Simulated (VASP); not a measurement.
# LiIrRh2: the relaxed cell at several levels

Aim: relax LiIrRh2 with several functionals and dispersion schemes, and compare the cells. The levels: PBE, LDA, PBEsol, r2SCAN, PBE + D3(BJ), SCAN + D3(BJ), BLYP + D4 and TPSS + D3(BJ). The cell is invented: it takes the structure of a Materials Project entry for LiRh3 (space group 139 there), with some of its atoms replaced by other elements, volume scaled by an estimate. It may not be a known or stable phase. LASPH is on for some levels and off for others; the table marks which.

Calculated with VASP 6.6.1; PBE; plane waves and PAW (Ir, Rh_pv, Li_sv), in the first sound run; inputs show where later runs differ.

### 1. Set-up

Before any relaxation, the start is as follows. Symmetry: I4/mmm, No. 139, tetragonal system. The conventional cell has a = 3.795 Å, b = 3.795 Å, c = 7.714 Å, α = 90.00°, β = 90.00°, γ = 90.00°. Ir has 4 Li at 2.68 Å and 8 Rh at 2.71 Å nearest. Nearest to Rh lie 4 Rh at 2.68 Å and 4 Li at 2.71 Å and 4 Ir at 2.71 Å. Nearest to Li lie 4 Ir at 2.68 Å and 8 Rh at 2.71 Å. It derives from LiRh3. it takes the structure of a Materials Project entry for LiRh3 (space group 139 there), with some of its atoms replaced by other elements, volume scaled by an estimate. Farther neighbours are not listed.

### 2. Rough relaxation of the start cell

The start is only an estimate, so a cheap relaxation brings it near a minimum before any careful run. PBE, the usual starting point, adds the gradient of the density.

Input file INCAR:

```
SYSTEM = LiIrRh2
PREC = Normal
ENCUT = 650
EDIFF = 1E-05
NELM = 60
ISMEAR = -1
SIGMA = 0.05
LREAL = .FALSE.
ALGO = Fast
GGA = PE
NBANDS = 27
LORBIT = 11
LWAVE = .FALSE.
LCHARG = .FALSE.
KPAR = 2
IBRION = 2
NSW = 40
ISIF = 3
EDIFFG = -0.04
```

Input file POSCAR:

```
LiIrRh2
1.0
   -1.8974510000      1.8974510000      3.8570690000
    1.8974510000     -1.8974510000      3.8570690000
    1.8974510000      1.8974510000     -3.8570690000
Ir Rh Li
1 2 1
Direct
    0.5000000000      0.5000000000      0.0000000000
    0.7500000000      0.2500000000      0.5000000000
    0.2500000000      0.7500000000      0.5000000000
    0.0000000000      0.0000000000      0.0000000000
```

Input file KPOINTS:

```
Automatic mesh
0
Gamma
6 6 6
0 0 0
```

PAW data sets: Ir, Rh_pv and Li_sv (PBE family, release 64).

On the command line:

```sh
mpirun -np 2 vasp_std
```

The program printed:

```text
[banner, memory and clock lines left out]
running    2 mpi-ranks, on    1 nodes
 distrk:  each k-point on    1 cores,    2 groups
 distr:  one band on    1 cores,    1 groups

 POSCAR found type information on POSCAR IrRhLi
 POSCAR found :  3 types and       4 ions
 LDA part: xc-table for (Slater+PW92), standard interpolation
 POSCAR, INCAR and KPOINTS ok, starting setup
 FFT: planning ... GRIDC
 FFT: planning ... GRID_SOFT
 FFT: planning ... GRID
 WAVECAR not read
 entering main loop
       N       E                     dE             d eps       ncg     rms          rms(c)
DAV:   1     0.508464583977E+03    0.50846E+03   -0.26890E+04  1620   0.198E+03
DAV:   2    -0.634469394007E+01   -0.51481E+03   -0.50353E+03  1632   0.543E+02
DAV:   3    -0.265324120996E+02   -0.20188E+02   -0.19019E+02  1928   0.110E+02
DAV:   4    -0.276810059260E+02   -0.11486E+01   -0.11404E+01  2727   0.205E+01
DAV:   5    -0.276963308077E+02   -0.15325E-01   -0.15313E-01  1907   0.210E+00    0.161E+01
RMM:   6    -0.255519013475E+02    0.21444E+01   -0.60582E+00  1638   0.194E+01    0.490E+00
RMM:   7    -0.257040315402E+02   -0.15213E+00   -0.15169E+00  1722   0.836E+00    0.378E+00
RMM:   8    -0.255898797858E+02    0.11415E+00   -0.36400E-01  1793   0.445E+00    0.176E+00
RMM:   9    -0.255828047040E+02    0.70751E-02   -0.18024E-01  1738   0.404E+00    0.810E-01
RMM:  10    -0.255769439260E+02    0.58608E-02   -0.62063E-02  1913   0.178E+00    0.180E-01
RMM:  11    -0.255790483909E+02   -0.21045E-02   -0.22446E-02  2190   0.647E-01    0.101E-01
RMM:  12    -0.255795393144E+02   -0.49092E-03   -0.56940E-03  2220   0.329E-01    0.512E-02
RMM:  13    -0.255797870255E+02   -0.24771E-03   -0.24678E-03  2230   0.204E-01    0.249E-02
RMM:  14    -0.255799046950E+02   -0.11767E-03   -0.10824E-03  2069   0.135E-01    0.125E-02
RMM:  15    -0.255799601017E+02   -0.55407E-04   -0.50724E-04  1718   0.880E-02    0.585E-03
RMM:  16    -0.255799873949E+02   -0.27293E-04   -0.23654E-04  1601   0.636E-02    0.353E-03
RMM:  17    -0.255799980488E+02   -0.10654E-04   -0.10693E-04  1498   0.475E-02    0.594E-03
RMM:  18    -0.255800022440E+02   -0.41953E-05   -0.45969E-05  1328   0.387E-02
   1 F= -.25580002E+02 E0= -.25561711E+02  d E =-.255800E+02
 curvature:   0.00 expect dE= 0.000E+00 dE for cont linesearch  0.000E+00
 trial: gam= 0.00000 g(F)=  0.319E-46 g(S)=  0.145E+00 ort = 0.000E+00 (trialstep = 0.100E+01)
 search vector abs. value=  0.145E+00
 bond charge predicted
       N       E                     dE             d eps       ncg     rms          rms(c)
DAV:   1    -0.300461517133E+02   -0.44662E+01   -0.71913E+01  1653   0.817E+01    0.182E+01
RMM:   2    -0.285972683381E+02    0.14489E+01   -0.24379E+01  1636   0.374E+01    0.122E+01
RMM:   3    -0.257285462171E+02    0.28687E+01   -0.47968E+00  1662   0.173E+01    0.418E+00
RMM:   4    -0.255418404382E+02    0.18671E+00   -0.38763E-01  1732   0.620E+00    0.184E+00
RMM:   5    -0.255477629889E+02   -0.59226E-02   -0.11549E-01  1955   0.202E+00    0.114E+00
RMM:   6    -0.255499736269E+02   -0.22106E-02   -0.36485E-02  1843   0.170E+00    0.300E-01
RMM:   7    -0.255503983377E+02   -0.42471E-03   -0.13983E-02  2195   0.763E-01    0.770E-02
RMM:   8    -0.255507282028E+02   -0.32987E-03   -0.49580E-03  2156   0.384E-01    0.547E-02
RMM:   9    -0.255509444659E+02   -0.21626E-03   -0.21101E-03  2214   0.223E-01    0.266E-02
RMM:  10    -0.255510540256E+02   -0.10956E-03   -0.99423E-04  2038   0.138E-01    0.897E-03
RMM:  11    -0.255510928104E+02   -0.38785E-04   -0.34740E-04  1779   0.832E-02    0.444E-03
RMM:  12    -0.255511096213E+02   -0.16811E-04   -0.16430E-04  1587   0.574E-02    0.380E-03
RMM:  13    -0.255511160279E+02   -0.64066E-05   -0.62659E-05  1370   0.424E-02
   2 F= -.25551116E+02 E0= -.25533690E+02  d E =0.288862E-01
[...]
3 F= -.25612188E+02 E0= -.25594291E+02  d E =-.321854E-01
[...]
4 F= -.25612194E+02 E0= -.25594304E+02  d E =-.321915E-01
[...]
5 F= -.25614451E+02 E0= -.25596261E+02  d E =-.225685E-02
 trial-energy change:   -0.002257  1 .order   -0.002350   -0.002963   -0.001738
 step:   2.1462(harm=  2.1462)  dis= 0.00000  next Energy=   -25.615776 (dE=-0.358E-02)
 bond charge predicted
       N       E                     dE             d eps       ncg     rms          rms(c)
DAV:   1    -0.256443086003E+02   -0.29862E-01   -0.11095E+00  1644   0.794E+00    0.111E+00
RMM:   2    -0.256256895737E+02    0.18619E-01   -0.33565E-02  1659   0.156E+00    0.781E-01
RMM:   3    -0.256191280371E+02    0.65615E-02   -0.20215E-02  1640   0.123E+00    0.464E-01
RMM:   4    -0.256151488641E+02    0.39792E-02   -0.65813E-03  1754   0.635E-01    0.867E-02
RMM:   5    -0.256152239487E+02   -0.75085E-04   -0.17190E-03  1953   0.301E-01    0.419E-02
RMM:   6    -0.256152655666E+02   -0.41618E-04   -0.49984E-04  2055   0.143E-01    0.305E-02
WARNING in EDDRMM: call to ZHEGV failed, returncode =   6  3     17
RMM:   7    -0.256152752646E+02   -0.96980E-05   -0.11265E-04  1675   0.663E-02    0.141E-02
RMM:   8    -0.256152794806E+02   -0.42160E-05   -0.50205E-05  1353   0.423E-02
   6 F= -.25615279E+02 E0= -.25596761E+02  d E =-.308577E-02
 curvature:  -1.10 expect dE=-0.840E-04 dE for cont linesearch -0.791E-04
 trial: gam= 0.00000 g(F)=  0.695E-46 g(S)=  0.763E-04 ort =-0.496E-03 (trialstep = 0.114E+01)
 search vector abs. value=  0.763E-04
 reached required accuracy - stopping structural energy minimisation
```

Wall time 3.3 min (2 MPI ranks of AMD EPYC 7R43, shared host); peak memory 0.36 GiB; 5.9 min of CPU time.

Lines that name or quote the potential files are left out of all logs, and their timing lines are given in words.

Parts of OUTCAR (step 2):

```text
ion  position               nearest neighbor table
   1  0.500  0.500  0.000-   4 2.68   4 2.68   4 2.68   4 2.68   3 2.71   2 2.71   3 2.71   2 2.71
                             3 2.71   3 2.71   2 2.71   2 2.71
   2  0.750  0.250  0.500-   3 2.68   3 2.68   3 2.68   3 2.68   4 2.71   1 2.71   4 2.71   4 2.71
                             1 2.71   1 2.71   4 2.71   1 2.71
   3  0.250  0.750  0.500-   2 2.68   2 2.68   2 2.68   2 2.68   4 2.71   1 2.71   4 2.71   1 2.71
                             4 2.71   4 2.71   1 2.71   1 2.71
   4  0.000  0.000  0.000-   1 2.68   1 2.68   1 2.68   1 2.68   3 2.71   2 2.71   3 2.71   3 2.71
                             2 2.71   2 2.71   3 2.71   2 2.71

  LATTYP: Found a body centered tetragonal cell.
 ALAT       =     3.7949020000
 C/A-ratio  =     2.0327634284

 Subroutine GETGRP returns: Found 16 space group operations
 (whereof 16 operations were pure point group operations)

The static configuration has the point symmetry D_4h.

 Found     30 irreducible k-points:

   k-points           NKPTS =     30   k-points in BZ     NKDIM =     30   number of bands    NBANDS=     27

   dimension x,y,z NGX =    30 NGY =   30 NGZ =   30
   dimension x,y,z NGXF=    60 NGYF=   60 NGZF=   60

   ENCUT  =  650.0 eV  47.77 Ry    6.91 a.u.   9.77  9.77  9.77*2*pi/ulx,y,z

   NELECT =      42.0000    total number of electrons

 k-points in reciprocal lattice and weights: Automatic mesh
   0.00000000  0.00000000  0.00000000       0.005
   0.16666667  0.00000000 -0.00000000       0.037
   0.33333333 -0.00000000  0.00000000       0.037
   0.50000000 -0.00000000  0.00000000       0.019
   0.16666667  0.16666667 -0.00000000       0.037
   0.33333333  0.16666667  0.00000000       0.074
   0.50000000  0.16666667  0.00000000       0.074
  -0.33333333  0.16666667 -0.00000000       0.074
  -0.16666667  0.16666667  0.00000000       0.019
[...]
-0.33333333 -0.33333333  0.33333333       0.009
   0.50000000  0.50000000  0.50000000       0.005

 average (electrostatic) potential at core
       1 -49.6056       2 -73.5873       3 -73.5873       4 -54.9325

 E-fermi :   8.6848

 k-point     1 :       0.0000    0.0000    0.0000
  band No.  band energies     occupation
    ...
     15       5.4169      2.00000
     16       5.6446      2.00000
     17       7.7841      2.00000
     18       8.0025      2.00000
     19       8.2908      1.99924
     20       8.7888      0.22184
     21       8.7889      0.22184
     22       8.9381      0.01254
     23      10.1063      0.00000
     24      11.8286      0.00000
    ...

 k-point     2 :       0.1667    0.0000   -0.0000
  band No.  band energies     occupation
    ...
     18       7.7871      2.00000
     19       8.1471      1.99996
     20       8.2995      1.99910
     21       8.5728      1.80739
     22       8.7269      0.60194
     23       9.8268      0.00000
     24      12.3890      0.00000
     25      15.0304      0.00000
     26      16.5544      0.00000
     27      16.9382      0.00000

 k-point     3 :       0.3333   -0.0000    0.0000
  band No.  band energies     occupation
    ...
     18       7.1151      2.00000
     19       7.6543      2.00000
     20       8.1658      1.99994
     21       8.2446      1.99970
     22       8.5529      1.86658
     23       9.6416      0.00000
     24      11.3252      0.00000
     25      13.6714      0.00000
     26      15.2691      0.00000
     27      17.3956      0.00000

  Total       -0.0245831     -0.0245831      0.0715141      0.0000000      0.0000000     -0.0000000
  in kB       -0.7300763     -0.7300763      2.1238499      0.0000000      0.0000000     -0.0000000
  external PRESSURE =       0.2212325 kB  Pullay stress =       0.0000000 kB

  energy-cutoff  :      650.00
  volume of cell :       53.95
      direct lattice vectors                 reciprocal lattice vectors
    -1.892949027  1.892949027  3.763919596     0.000000000  0.264138121  0.132840245
     1.892949027 -1.892949027  3.763919596     0.264138121  0.000000000  0.132840245
     1.892949027  1.892949027 -3.763919596     0.264138121  0.264138121  0.000000000

 POSITION                                       TOTAL-FORCE (eV/Angst)
 -----------------------------------------------------------------------------------
      0.00000      0.00000      3.76392         0.000000      0.000000      0.000000
      0.00000      1.89295      1.88196        -0.000000     -0.000000     -0.000000
      1.89295      0.00000      1.88196        -0.000000      0.000000      0.000000
      1.89295     -1.89295      3.76392         0.000000      0.000000      0.000000
 -----------------------------------------------------------------------------------
    total drift:                                0.000000     -0.000000      0.000000

  FREE ENERGIE OF THE ION-ELECTRON SYSTEM (eV)
  ---------------------------------------------------
  free  energy   TOTEN  =       -25.6152794806 eV

  energy  without entropy=      -25.5782422809  energy(sigma->0) =      -25.59676088

 reached required accuracy - stopping structural energy minimisation

 total charge
# of ion       s       p       d       tot
------------------------------------------
    1        0.701   0.570   6.925   8.197
    2        0.416   6.258   7.128  13.802
    3        0.416   6.258   7.128  13.802
    4        2.043   0.089   0.000   2.132
--------------------------------------------------
tot          3.576  13.175  21.182  37.933

[... 3 further parts left out ...]
```

CONTCAR:

```
LiIrRh2
   1.00000000000000
    -1.8929490268909432    1.8929490268909432    3.7639195962323519
     1.8929490268909432   -1.8929490268909432    3.7639195962323519
     1.8929490268909432    1.8929490268909432   -3.7639195962323519
  Ir              Rh              Li
     1     2     1
Direct
     0.5000000000000000    0.5000000000000000    0.0000000000000000
     0.7500000000000000    0.2500000000000000    0.5000000000000000
     0.2500000000000000    0.7500000000000000    0.5000000000000000
     0.0000000000000000    1.0000000000000000    0.0000000000000000
```

The k-mesh is coarse for a metal. This relaxation is a rough one on cheap settings, only to bring the start near its minimum. The run keeps the 16 symmetry operations of its start, so it cannot find a distortion of lower symmetry.

Step by step:

```tsv
step	energy less that of the first step (eV)	largest force (eV/Å)	pressure (GPa)	volume (Å³)
1	0.0000	0.0000	-5.62	55.55
2	0.0289	0.0000	9.53	51.72
3	-0.0322	0.0000	0.16	53.88
4	-0.0322	0.0000	0.23	53.85
5	-0.0344	0.0000	0.28	53.89
6	-0.0353	0.0000	0.02	53.95
```

```tsv
conventional cell, symmetrised	before	after	change
a (Å)	3.795	3.786	-0.2 %
b (Å)	3.795	3.786	-0.2 %
c (Å)	7.714	7.528	-2.4 %
volume (Å³/atom)	13.89	13.49	-2.9 %
```

The relaxed structure:

```
Ir Rh Li
1.0
    -1.89295    1.89295    3.76392
     1.89295   -1.89295    3.76392
     1.89295    1.89295   -3.76392
Ir Rh Li
1 2 1
Direct
  0.50000 0.50000 0.00000
  0.75000 0.25000 0.50000
  0.25000 0.75000 0.50000
  0.00000 0.00000 0.00000
```

This step gave:

```yaml
electrons: 42
bands: 27
irreducible_k_points: 30
symmetry_operations: 16
free_energy_toten: -25.62 eV
energy_at_zero_smearing: -25.60 eV
fermi_energy: 8.685 eV
pressure: 0.02212 GPa
metallic: yes
scf_cycles_over_all_ionic_steps: 62
```

It ends with forces that vanish by symmetry and a pressure of 0.02 GPa.

[end of part 1 of 4]

[Lines on the potential files, build, host, timing and source positions are cut from VASP's logs without a mark.]

[Logs are printed without paths, hosts, clocks, repeated set-up lines and the standing remarks that a program may print on its own settings, such as how far it seeks lower states.]

[Hosts, paths, dates, database ids (printed as entryN), source tags and the programs' standing remarks are cut or masked in the printed files.]

[A measured line is paired with the nearest computed mode of its activity, which favours agreement.]
